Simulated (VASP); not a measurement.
Runs of VASP 6.6.1 on PtSe2. The structure is trigonal, space group P-3m1 (No. 164). Conventional cell: a = 3.717 Å, b = 3.717 Å, c = 5.820 Å, α = 90.00°, β = 90.00°, γ = 120.00°. Around Pt (site symmetry -3m) lie 6 Se at 2.52 Å. Se (site symmetry 3m) has 3 Pt at 2.52 Å as nearest neighbours. The cell is a database's computed one.

```csv
level,potentials or basis,k mesh,mesh quality,gap on the mesh (eV),pressure (GPa),relaxed volume (Å³/atom)
PBE,"VASP PAW PBE potentials, release 64 (Pt, Se)",9 × 9 × 6,not flagged,0.85,0.0,26.06
PBEsol,"VASP PAW PBE potentials, release 64 (Pt, Se)",3 × 3 × 2,coarse,(a),0.0,21.88
RPBE,"VASP PAW PBE potentials, release 64 (Pt, Se)",9 × 9 × 6,not flagged,1.25,0.0,(b)
PBEsol,"VASP PAW PBE potentials, release 64 (Pt, Se)",9 × 9 × 6,not flagged,none,0.0,19.86
LDA,"VASP PAW LDA potentials, release 64 (Pt, Se)",9 × 9 × 6,not flagged,none,0.0,(c)
```

Alike in all rows: task relaxation of cell and atoms; no spin polarisation; cell relaxed; cutoff (eV) 600; smearing gaussian 0.02 eV.

Q: Fill in the values left out.

A: (a) 0.25; (b) 31.64; (c) 19.28.

Caveats: some runs use coarse meshes; spin-orbit coupling is left out, which moves the levels of the heavy elements (some runs); an odd mesh through Γ misses points on the zone boundary, where band edges often lie (some runs); this functional lacks dispersion, which binds the layers, so the pressure and a relaxed spacing across them are unreliable (some runs); the PAW data sets were made with another functional, which shifts forces and pressure a little (some runs); the volume moved by over 15 % at a fixed basis, so the end points are rough (some runs); this functional lacks dispersion, which binds the layers, so the pressure and a relaxed spacing across them are unreliable, and here the layers came unbound (some runs).

A k mesh can miss the band edges, and the runs leave out spin-orbit coupling on Pt, Se.

A gap of «none» marks a metal or a gap under the smearing width.
